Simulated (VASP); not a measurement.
Calculation: PBE GGA, VASP's PBE PAW potentials (set 64) (plane waves; VASP 6.6.1).

The input files of a VASP run:

POSCAR:
```
WS2
1.0
  1.5932944027  -2.7596668343   0.0000000000
  1.5932944027   2.7596668343   0.0000000000
  0.0000000000   0.0000000000  13.8041827859
W S
2 4
Cart
  1.5932944027   0.9198907845   3.4510456965
  1.5932944027  -0.9198907845  10.3531370894
  1.5932944027   0.9198907845  11.9247649611
  1.5932944027  -0.9198907845   5.0226735682
  1.5932944027  -0.9198907845   1.8794178248
  1.5932944027   0.9198907845   8.7815092177
```

**KPOINTS**
```
Automatic mesh
0
Gamma
8 8 2
0 0 0
```

### INCAR
```
PREC = Accurate
IBRION = 2
LASPH = .TRUE.
ALGO = Normal   ! blocked Davidson
GGA = PE   ! PBE
EDIFF = 1E-7   ! SCF stop (eV)
LCHARG = .FALSE.
NSW = 30   ! most ionic steps
SYSTEM = WS2
ENCUT = 520   ! plane-wave cut-off (eV)
NELM = 100   ! most electronic steps
LREAL = .FALSE.   ! projection in real space or not
LWAVE = .FALSE.
EDIFFG = -0.01   ! ionic stop
ISMEAR = 0
SIGMA = 0.05   ! width (eV)
ISIF = 4   ! ions and shape, fixed volume
LMAXMIX = 6   ! l cut-off of mixed one-centre charges
```

POTCAR, in this order: W_sv S (PBE.64 set). Program: vasp_std.

What VASP printed:

OSZICAR:
```
       N       E                     dE             d eps       ncg     rms          rms(c)
DAV:   1     0.524340550649E+03    0.52434E+03   -0.28500E+04  1376   0.164E+03
DAV:   2    -0.154715522316E+02   -0.53981E+03   -0.52750E+03  1487   0.437E+02
DAV:   3    -0.492969111844E+02   -0.33825E+02   -0.33332E+02  1603   0.100E+02
DAV:   4    -0.501469546389E+02   -0.85004E+00   -0.84824E+00  1554   0.169E+01
DAV:   5    -0.501717106810E+02   -0.24756E-01   -0.24747E-01  1560   0.291E+00    0.369E+01
DAV:   6    -0.477192632798E+02    0.24524E+01   -0.15257E+01  1421   0.222E+01    0.164E+01
DAV:   7    -0.474695273304E+02    0.24974E+00   -0.37548E+00  1422   0.906E+00    0.636E+00
DAV:   8    -0.473576051112E+02    0.11192E+00   -0.55074E-01  1643   0.443E+00    0.182E+00
DAV:   9    -0.473593434258E+02   -0.17383E-02   -0.59882E-02  1705   0.124E+00    0.948E-01
DAV:  10    -0.473579653108E+02    0.13781E-02   -0.30566E-02  1611   0.107E+00    0.288E-01
DAV:  11    -0.473575498348E+02    0.41548E-03   -0.51922E-03  1542   0.436E-01    0.136E-01
DAV:  12    -0.473575369286E+02    0.12906E-04   -0.23312E-04  1538   0.948E-02    0.595E-02
DAV:  13    -0.473575727202E+02   -0.35792E-04   -0.10573E-04  1639   0.549E-02    0.252E-02
DAV:  14    -0.473575768031E+02   -0.40829E-05   -0.89237E-06  1578   0.154E-02    0.104E-02
DAV:  15    -0.473575773939E+02   -0.59073E-06   -0.11066E-06  1318   0.600E-03    0.524E-03
DAV:  16    -0.473575776189E+02   -0.22500E-06   -0.11851E-06  1435   0.573E-03    0.172E-03
DAV:  17    -0.473575776576E+02   -0.38704E-07   -0.77657E-08  1028   0.188E-03
   1 F= -.47357578E+02 E0= -.47357578E+02  d E =-.473576E+02
       N       E                     dE             d eps       ncg     rms          rms(c)
DAV:   1    -0.473576032304E+02   -0.25612E-04   -0.18744E-03  1380   0.225E-01    0.454E-02
DAV:   2    -0.473575987235E+02    0.45069E-05   -0.11566E-04  1471   0.600E-02    0.193E-02
DAV:   3    -0.473575974743E+02    0.12492E-05   -0.44240E-06  1587   0.132E-02    0.114E-02
DAV:   4    -0.473575973036E+02    0.17073E-06   -0.53976E-06  1504   0.117E-02    0.439E-03
DAV:   5    -0.473575971025E+02    0.20107E-06   -0.68011E-07  1348   0.504E-03    0.123E-03
DAV:   6    -0.473575970945E+02    0.80081E-08   -0.47533E-08   963   0.131E-03
   2 F= -.47357597E+02 E0= -.47357597E+02  d E =-.194370E-04
```

**OUTCAR**
```
------------------------ aborting loop because EDIFF is reached ----------------------------------------
  FORCE on cell =-STRESS in cart. coord.  units (eV):
  Direction    XX          YY          ZZ          XY          YZ          ZX
  --------------------------------------------------------------------------------------
  Total        0.1032381      0.1032381      0.1432753      0.0000000     -0.0000000     -0.0000000
  in kB        1.3625655      1.3625654      1.8909870      0.0000000     -0.0000000     -0.0000000
  external PRESSURE =       1.5387060 kB  Pullay stress =       0.0000000 kB
  volume of cell :      121.39
      direct lattice vectors                 reciprocal lattice vectors
     1.593177259 -2.759463936 -0.000000000     0.313838273 -0.181194613 -0.000000000
     1.593177259  2.759463936  0.000000000     0.313838273  0.181194613  0.000000000
     0.000000000 -0.000000000 13.806212852     0.000000000 -0.000000000  0.072431159
 POSITION                                       TOTAL-FORCE (eV/Angst)
 -----------------------------------------------------------------------------------
      1.59318      0.91982      3.45155         0.000000     -0.000000     -0.000000
      1.59318     -0.91982     10.35466        -0.000000      0.000000     -0.000000
      1.59318      0.91982     11.92603         0.000000      0.000000     -0.003412
      1.59318     -0.91982      5.02292         0.000000      0.000000     -0.003412
      1.59318     -0.91982      1.88019         0.000000     -0.000000      0.003412
      1.59318      0.91982      8.78329        -0.000000      0.000000      0.003412
 -----------------------------------------------------------------------------------
    total drift:                                0.000165      0.001204     -0.000035
  FREE ENERGIE OF THE ION-ELECTRON SYSTEM (eV)
  ---------------------------------------------------
  free  energy   TOTEN  =       -47.3575970945 eV

  energy  without entropy=      -47.3575970945  energy(sigma->0) =      -47.35759709

 reached required accuracy - stopping structural energy minimisation
```
(Selected blocks of OUTCAR.)

**CONTCAR**
```
WS2
   1.00000000000000
     1.5931772593727709   -2.7594639360806248   -0.0000000000000000
     1.5931772593727709    2.7594639360806248    0.0000000000000000
     0.0000000000000000   -0.0000000000000000   13.8062128518544736
  W               S
     2     4
Direct
     0.3333330000000032    0.6666669999999968    0.2500000000000000
     0.6666669999999968    0.3333330000000032    0.7500000000000000
     0.3333330000000032    0.6666669999999968    0.8638158408518949
     0.6666669999999968    0.3333330000000032    0.3638158408518949
     0.6666669999999968    0.3333330000000032    0.1361841591481051
     0.3333330000000032    0.6666669999999968    0.6361841591481051
```

Without a dispersion term in the relaxation, distances and binding between the weakly bound layers, chains or molecules are unreliable, and so is what depends on them.

The compound is WS2 in the 2H layered structure. This run relaxes it. Symmetry was kept, so distortions that lower it aren't found.
